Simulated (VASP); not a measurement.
**How smearing and PAW data sets change a VASP run on HfC**

A convergence test on HfC: the smearing and PAW data sets. The atoms are off their equilibrium sites, so that forces can be compared too. The series runs use LDA. The smearing tried: ISMEAR = -1, SIGMA = 0.01; ISMEAR = -1, SIGMA = 0.05; ISMEAR = -1, SIGMA = 0.1; ISMEAR = -1, SIGMA = 0.2; ISMEAR = -1, SIGMA = 0.5; ISMEAR = 1, SIGMA = 0.01; ISMEAR = 1, SIGMA = 0.05; ISMEAR = 1, SIGMA = 0.1; ISMEAR = 1, SIGMA = 0.2; ISMEAR = 1, SIGMA = 0.5; ISMEAR = -5. The PAW data sets tried: minimal 64: Hf C; recommended 64: Hf_pv C; recommended 54: Hf_pv C; semicore 64: Hf_sv C; gw 64: Hf_sv_GW C_GW; hard 64: Hf_pv C_h; soft 64: Hf_pv C_s. The atoms of the start are displaced at random from the sites of a Fm-3m cell.

Calculated with VASP 6.6.1; LDA; plane waves and PAW (Hf_pv, C), in the first sound run; inputs show where later runs differ.

Report form: the programs' logs are mostly left out.

The database entry behind the starting cell differs from later determinations by our own check (about 0.2 % long), so it need not match the best structure at ambient conditions.

**1. Starting point**

The structure is triclinic, space group P1 (No. 1). Conventional cell: a = 3.288 Å, b = 3.288 Å, c = 3.288 Å, α = 60.00°, β = 60.00°, γ = 60.00°. Nearest to Hf lie 6 C at 2.29 to 2.36 Å. Nearest to C lie 6 Hf at 2.29 to 2.36 Å. Farther neighbours are not listed.

Coordinates:

```xyz
2
Lattice="0.0000 2.3250 2.3250 2.3250 0.0000 2.3250 2.3250 2.3250 0.0000" Properties=species:S:1:pos:R:3 pbc="T T T"
Hf    2.3174    2.2719    2.3181
C     0.0297   -0.0376    0.0215
```

**2. Smearing: ISMEAR = -1, SIGMA = 0.01**

Smearing steadies the sum over the Fermi surface at the price of an entropy term. LDA, the lowest rung, knows the local density alone.

Contents of INCAR:

```
SYSTEM = HfC
PREC = Accurate
ENCUT = 520
EDIFF = 1E-06
NELM = 100
ISMEAR = -1
SIGMA = 0.01
LREAL = .FALSE.
ALGO = Normal
GGA = CA
NBANDS = 13
LASPH = .TRUE.
LORBIT = 11
LWAVE = .FALSE.
LCHARG = .FALSE.
KPAR = 2
ISIF = 2
```

Contents of POSCAR:

```
HfC
1.0
    0.0000000000      2.3250000000      2.3250000000
    2.3250000000      0.0000000000      2.3250000000
    2.3250000000      2.3250000000      0.0000000000
Hf C
1 1
Direct
    0.4887240000      0.5083250000      0.4884190000
   -0.0098520000      0.0191000000     -0.0063350000
```

Contents of KPOINTS:

```
Automatic mesh
0
Gamma
7 7 7
0 0 0
```

PAW data sets: Hf_pv and C (PBE family, release 64).

Command:

```
$ mpirun -np 2 vasp_std
```

Run time: 8.8 s. Hardware: 2 MPI ranks of AMD EPYC 9R45, shared host; peak memory 0.29 GiB; 17 s of CPU time.

The k-mesh is coarse for a metal. Harder data sets than Hf_pv exist (the GW ones), and pressures, volumes and forces can shift noticeably with them. The PAW data sets were made with PBE, though LDA sets exist; this is a small mismatch.

Numbers from this step:

| Property | Result |
| --- | --- |
| SCF cycles | 12 |
| electrons | 14 |
| bands | 13 |
| irreducible k-points | 172 |
| symmetry operations | 1 |
| free energy (TOTEN) | -22.89 eV |
| energy at zero smearing | -22.89 eV |
| Fermi energy | 5.517 eV |
| pressure | -11.22 GPa |
| metallic | yes |

The series starts at -11.4428 eV an atom and -11.22 GPa, after 12 cycles in 8.8 s. The entropy term T·S comes to 0.22 meV an atom in size.

**3. Smearing: ISMEAR = -1, SIGMA = 0.05**

Edit INCAR of step 2 so:

```diff
@@ -6,3 +6,3 @@
 ISMEAR = -1
-SIGMA = 0.01
+SIGMA = 0.05
 LREAL = .FALSE.
```

POSCAR is that of step 2.

KPOINTS is that of step 2.

Command:

```
$ mpirun -np 2 vasp_std
```

The job ended after 9.4 s (2 MPI ranks; peak memory 0.29 GiB; 18 s of CPU time).

Against the run before the energy at zero width moves by -0.44 meV an atom and the pressure by +0.09 GPa, after 12 cycles in 9.4 s. The entropy term T·S comes to 2.19 meV an atom in size.

**4. Smearing: ISMEAR = -1, SIGMA = 0.1**

Edit INCAR of step 3 so:

```diff
@@ -6,3 +6,3 @@
 ISMEAR = -1
-SIGMA = 0.05
+SIGMA = 0.1
 LREAL = .FALSE.
```

POSCAR is that of step 3.

KPOINTS is that of step 3.

Command:

```
$ mpirun -np 2 vasp_std
```

Run time: 9.2 s. Hardware: 2 MPI ranks; peak memory 0.29 GiB.

Against the run before the energy at zero width moves by -0.75 meV an atom and the pressure by +0.05 GPa, after 12 cycles in 9.2 s. The entropy term T·S comes to 5.67 meV an atom in size.

**5. Smearing: ISMEAR = -1, SIGMA = 0.2**

Edit INCAR of step 4 so:

```diff
@@ -6,3 +6,3 @@
 ISMEAR = -1
-SIGMA = 0.1
+SIGMA = 0.2
 LREAL = .FALSE.
```

POSCAR is that of step 4.

KPOINTS is that of step 4.

Command:

```
$ mpirun -np 2 vasp_std
```

The job ended after 9.4 s (2 MPI ranks; peak memory 0.29 GiB; 18 s of CPU time).

Against the run before the energy at zero width moves by +0.36 meV an atom and the pressure by +0.08 GPa, after 12 cycles in 9.4 s. The entropy term T·S comes to 22.87 meV an atom in size.

**6. Smearing: ISMEAR = -1, SIGMA = 0.5**

Edit INCAR of step 5 so:

```diff
@@ -6,3 +6,3 @@
 ISMEAR = -1
-SIGMA = 0.2
+SIGMA = 0.5
 LREAL = .FALSE.
```

POSCAR is that of step 5.

KPOINTS is that of step 5.

Command:

```
$ mpirun -np 2 vasp_std
```

Elapsed: 9.6 s, on 2 MPI ranks; peak memory 0.29 GiB; 18 s of CPU time.

Against the run before the energy at zero width moves by +17.39 meV an atom and the pressure by +0.93 GPa, after 12 cycles in 9.6 s. The entropy term T·S comes to 207.21 meV an atom in size.

**7. Smearing: ISMEAR = 1, SIGMA = 0.01**

Edit INCAR of step 6 so:

```diff
@@ -5,4 +5,4 @@
 NELM = 100
-ISMEAR = -1
-SIGMA = 0.5
+ISMEAR = 1
+SIGMA = 0.01
 LREAL = .FALSE.
```

POSCAR is that of step 6.

KPOINTS is that of step 6.

Command:

```
$ mpirun -np 2 vasp_std
```

The job ended after 9 s (2 MPI ranks; peak memory 0.29 GiB; 17 s of CPU time).

Against the first of the series the energy at zero width moves by +0.04 meV an atom and the pressure by -0.03 GPa, after 12 cycles in 9 s. The entropy term T·S comes to 0.02 meV an atom in size.

**8. Smearing: ISMEAR = 1, SIGMA = 0.05**

Edit INCAR of step 7 so:

```diff
@@ -6,3 +6,3 @@
 ISMEAR = 1
-SIGMA = 0.01
+SIGMA = 0.05
 LREAL = .FALSE.
```

POSCAR is that of step 7.

KPOINTS is that of step 7.

Command:

```
$ mpirun -np 2 vasp_std
```

Run time: 8.8 s. Hardware: 2 MPI ranks; peak memory 0.29 GiB.

Against the run before the energy at zero width moves by -0.05 meV an atom and the pressure by +0.03 GPa, after 12 cycles in 8.8 s. The entropy term T·S comes to 0.13 meV an atom in size.

**9. Smearing: ISMEAR = 1, SIGMA = 0.1**

Edit INCAR of step 8 so:

```diff
@@ -6,3 +6,3 @@
 ISMEAR = 1
-SIGMA = 0.05
+SIGMA = 0.1
 LREAL = .FALSE.
```

POSCAR is that of step 8.

KPOINTS is that of step 8.

Command:

```
$ mpirun -np 2 vasp_std
```

The job ended after 9.4 s (2 MPI ranks; peak memory 0.29 GiB).

Against the run before the energy at zero width moves by -0.07 meV an atom and the pressure by +0.04 GPa, after 12 cycles in 9.4 s. The entropy term T·S comes to 0.57 meV an atom in size.

**10. Smearing: ISMEAR = 1, SIGMA = 0.2**

Edit INCAR of step 9 so:

```diff
@@ -6,3 +6,3 @@
 ISMEAR = 1
-SIGMA = 0.1
+SIGMA = 0.2
 LREAL = .FALSE.
```

POSCAR is that of step 9.

KPOINTS is that of step 9.

Command:

```
$ mpirun -np 2 vasp_std
```

Wall time 9 s (2 MPI ranks); peak memory 0.29 GiB; 17 s of CPU time.

Against the run before the energy at zero width moves by -0.40 meV an atom and the pressure by +0.05 GPa, after 12 cycles in 9 s. The entropy term T·S comes to 1.20 meV an atom in size.

**11. Smearing: ISMEAR = 1, SIGMA = 0.5**

Edit INCAR of step 10 so:

```diff
@@ -6,3 +6,3 @@
 ISMEAR = 1
-SIGMA = 0.2
+SIGMA = 0.5
 LREAL = .FALSE.
```

POSCAR is that of step 10.

KPOINTS is that of step 10.

Command:

```
$ mpirun -np 2 vasp_std
```

It took 9.4 s on 2 MPI ranks; peak memory 0.29 GiB; 18 s of CPU time.

Against the run before the energy at zero width moves by -1.38 meV an atom and the pressure by +0.02 GPa, after 12 cycles in 9.4 s. The entropy term T·S comes to 3.02 meV an atom in size.

**12. Smearing: ISMEAR = -5**

Edit INCAR of step 11 so:

```diff
@@ -5,4 +5,4 @@
 NELM = 100
-ISMEAR = 1
-SIGMA = 0.5
+ISMEAR = -5
+SIGMA = 0.05
 LREAL = .FALSE.
```

POSCAR is that of step 11.

KPOINTS is that of step 11.

Command:

```
$ mpirun -np 2 vasp_std
```

It took 10 s on 2 MPI ranks; peak memory 0.3 GiB; 20 s of CPU time.

With tetrahedra the forces and stress of a metal are not exact derivatives of the energy.

Against the first of the series the energy at zero width moves by +1.49 meV an atom and the pressure by +0.12 GPa, after 14 cycles in 10 s.

**13. The smearing series as a table**

This step: convergence of LDA results with the smearing; plane waves and PAW (VASP 6.6.1).

Derived from the runs above.

One cell and one 7×7×7 mesh. Free energy against width, by row:

```csv
Fermi-Dirac width σ (eV),free energy less that at the narrowest width (meV/atom)
0.01,0
0.05,-1.42
0.1,-3.91
0.2,-12.15
0.5,-86.94
```

Differences are taken from the run with ISMEAR = -1, SIGMA = 0.01. Results of the series, by row:

```csv
setting,status,energy less the reference (meV/atom),pressure (GPa),largest force difference (meV/Å),SCF cycles,wall time (s)
"ISMEAR = -1, SIGMA = 0.01",converged,0,-11.22,0,12,8.8
"ISMEAR = -1, SIGMA = 0.05",converged,-0.4385,-11.13,24.49,12,9.4
"ISMEAR = -1, SIGMA = 0.1",converged,-1.185,-11.08,31.13,12,9.2
"ISMEAR = -1, SIGMA = 0.2",converged,-0.8233,-11,35.49,12,9.4
"ISMEAR = -1, SIGMA = 0.5",converged,16.56,-10.07,51.66,12,9.6
"ISMEAR = 1, SIGMA = 0.01",converged,0.04336,-11.25,3.224,12,9
"ISMEAR = 1, SIGMA = 0.05",converged,-0.008185,-11.22,2.749,12,8.8
"ISMEAR = 1, SIGMA = 0.1",converged,-0.0811,-11.18,11.58,12,9.4
"ISMEAR = 1, SIGMA = 0.2",converged,-0.4858,-11.13,30.18,12,9
"ISMEAR = 1, SIGMA = 0.5",converged,-1.866,-11.11,30.58,12,9.4
ISMEAR = -5,converged,1.492,-11.1,72.65,14,10.4
```

**14. PAW data sets: minimal 64: Hf C**

This step: LDA; plane waves and PAW (Hf, C) (VASP 6.6.1).

Data sets differ in which electrons are valence and how hard the partial waves are.

Edit INCAR of step 12 so:

```diff
@@ -5,3 +5,3 @@
 NELM = 100
-ISMEAR = -5
+ISMEAR = -1
 SIGMA = 0.05
@@ -10,3 +10,3 @@
 GGA = CA
-NBANDS = 13
+NBANDS = 10
 LASPH = .TRUE.
```

POSCAR is that of step 12.

KPOINTS is that of step 12.

The projector-augmented-wave data sets are Hf and C (PBE family, release 64).

Command:

```
$ mpirun -np 2 vasp_std
```

Run time: 7.6 s. Hardware: 2 MPI ranks; peak memory 0.28 GiB.

The data set Hf keeps the semicore shell frozen, which is cheaper and a little less accurate.

Numbers from this step:

```yaml
scf_cycles: 12
electrons: 8
bands: 10
free_energy_toten: -22.94 eV
energy_at_zero_smearing: -22.94 eV
fermi_energy: 5.865 eV
pressure: -10.12 GPa
```

The series starts at -11.4681 eV an atom and -10.12 GPa, after 12 cycles in 7.6 s.

**15. PAW data sets: recommended 64: Hf pv C**

This step: LDA; plane waves and PAW (Hf_pv, C) (VASP 6.6.1).

Edit INCAR of step 14 so:

```diff
@@ -10,3 +10,3 @@
 GGA = CA
-NBANDS = 10
+NBANDS = 13
 LASPH = .TRUE.
```

POSCAR is that of step 14.

KPOINTS is that of step 14.

PAW data sets: Hf_pv and C (PBE family, release 64).

Command:

```
$ mpirun -np 2 vasp_std
```

Wall time 9 s (2 MPI ranks); peak memory 0.29 GiB.

With 14 valence electrons the pressure is -11.13 GPa, -1.01 GPa from the first of the series, after 12 cycles in 9 s.

**16. PAW data sets: recommended 54: Hf pv C**

INCAR is that of step 15.

POSCAR is that of step 15.

KPOINTS is that of step 15.

The projector-augmented-wave data sets are Hf_pv and C (PBE family, release 54).

Command:

```
$ mpirun -np 2 vasp_std
```

Wall time 9.4 s (2 MPI ranks); peak memory 0.29 GiB.

With 14 valence electrons the pressure is -11.13 GPa, -1.01 GPa from the first of the series, after 12 cycles in 9.4 s.

**17. PAW data sets: semicore 64: Hf sv C**

This step: LDA; plane waves and PAW (Hf_sv, C) (VASP 6.6.1).

Edit INCAR of step 16 so:

```diff
@@ -10,3 +10,3 @@
 GGA = CA
-NBANDS = 13
+NBANDS = 14
 LASPH = .TRUE.
```

POSCAR is that of step 16.

KPOINTS is that of step 16.

PAW data sets: Hf_sv and C (PBE family, release 64).

Command:

```
$ mpirun -np 2 vasp_std
```

It took 11 s on 2 MPI ranks; peak memory 0.29 GiB.

With 16 valence electrons the pressure is -10.80 GPa, -0.68 GPa from the first of the series, after 13 cycles in 11 s.

**18. PAW data sets: GW 64: Hf sv GW C GW**

This step: LDA; plane waves and PAW (Hf_sv_GW, C_GW) (VASP 6.6.1).

Edit INCAR of step 17 so:

```diff
@@ -2,3 +2,3 @@
 PREC = Accurate
-ENCUT = 520
+ENCUT = 540
 EDIFF = 1E-06
```

POSCAR is that of step 17.

KPOINTS is that of step 17.

The projector-augmented-wave data sets are Hf_sv_GW and C_GW (PBE family, release 64).

Command:

```
$ mpirun -np 2 vasp_std
```

Elapsed: 21 s, on 2 MPI ranks; peak memory 0.35 GiB; 40 s of CPU time.

With 16 valence electrons the pressure is -10.52 GPa, -0.40 GPa from the first of the series, after 14 cycles in 21 s.

**19. PAW data sets: hard 64: Hf pv C h**

This step: LDA; plane waves and PAW (Hf_pv, C_h) (VASP 6.6.1).

Edit INCAR of step 18 so:

```diff
@@ -2,3 +2,3 @@
 PREC = Accurate
-ENCUT = 540
+ENCUT = 970
 EDIFF = 1E-06
@@ -10,3 +10,3 @@
 GGA = CA
-NBANDS = 14
+NBANDS = 13
 LASPH = .TRUE.
```

POSCAR is that of step 18.

KPOINTS is that of step 18.

Potentials, in the order of the species: Hf_pv and C_h (PBE family, release 64).

Command:

```
$ mpirun -np 2 vasp_std
```

It took 33 s on 2 MPI ranks; peak memory 0.54 GiB.

With 14 valence electrons the pressure is -11.24 GPa, -1.12 GPa from the first of the series, after 12 cycles in 33 s.

**20. PAW data sets: soft 64: Hf pv C s**

This step: LDA; plane waves and PAW (Hf_pv, C_s) (VASP 6.6.1).

Edit INCAR of step 19 so:

```diff
@@ -2,3 +2,3 @@
 PREC = Accurate
-ENCUT = 970
+ENCUT = 400
 EDIFF = 1E-06
```

POSCAR is that of step 19.

KPOINTS is that of step 19.

The projector-augmented-wave data sets are Hf_pv and C_s (PBE family, release 64).

Command:

```
$ mpirun -np 2 vasp_std
```

Wall time 11 s (2 MPI ranks); peak memory 0.26 GiB.

With 14 valence electrons the pressure is -11.21 GPa, -1.09 GPa from the first of the series, after 13 cycles in 11 s.

**21. The PAW data sets series as a table**

This step: convergence of LDA results with the datasets; plane waves and PAW (VASP 6.6.1).

Derived from the runs above.

Differences are taken from the run with recommended 64: Hf_pv C. Results of the series, by row:

| setting | status | pressure (GPa) | largest force difference (meV/Å) | SCF cycles | wall time (s) |
| --- | --- | --- | --- | --- | --- |
| minimal 64: Hf C, 520 eV | converged | -10.12 | 17.51 | 12 | 7.6 |
| recommended 64: Hf_pv C, 520 eV | converged | -11.13 | 0 | 12 | 9 |
| recommended 54: Hf_pv C, 520 eV | converged | -11.13 | 0 | 12 | 9.4 |
| semicore 64: Hf_sv C, 520 eV | converged | -10.8 | 2.108 | 13 | 11.2 |
| gw 64: Hf_sv_GW C_GW, 540 eV | converged | -10.52 | 4.346 | 14 | 21 |
| hard 64: Hf_pv C_h, 970 eV | converged | -11.24 | 0.637 | 12 | 33 |
| soft 64: Hf_pv C_s, 400 eV | converged | -11.21 | 0.219 | 13 | 10.6 |

**22. Outcome**

```yaml
spread_of_the_pressure_over_the_smearing: 1.18 GPa
spread_of_the_energy_over_the_smearing: 18.4 meV/atom
spread_of_the_pressure_over_the_paw_data_sets: 1.12 GPa
```

The usual rule keeps the entropy term T·S under 1 meV an atom, which holds up to a width of 0.01 eV for Fermi-Dirac and 0.1 eV for first-order Methfessel-Paxton. That rule is made for Methfessel-Paxton; with the other schemes the zero-width estimate is the energy to use. Farthest in energy from the narrowest smearing lies ISMEAR = -1, SIGMA = 0.5 (+16.6 meV an atom, +1.15 GPa, 51.7 meV/Å in forces). On a fixed mesh a narrow width is not the exact answer for a metal: it samples the Fermi surface more noisily. The choice of data set moves the pressure between -11.24 GPa (hard 64: Hf_pv C_h) and -10.12 GPa (minimal 64: Hf C); the cutoffs differ too (400, 520, 540 and 970 eV). Data sets differ in their zero of energy, so energies are not compared.

[Lines on the potential files, build, host, timing and source positions are cut from VASP's logs without a mark.]

[Logs are printed without paths, hosts, clocks, repeated set-up lines and the standing remarks that a program may print on its own settings, such as how far it seeks lower states.]

[Hosts, paths, dates, database ids (printed as entryN), source tags and the programs' standing remarks are cut or masked in the printed files.]

[A measured line is paired with the nearest computed mode of its activity, which favours agreement.]
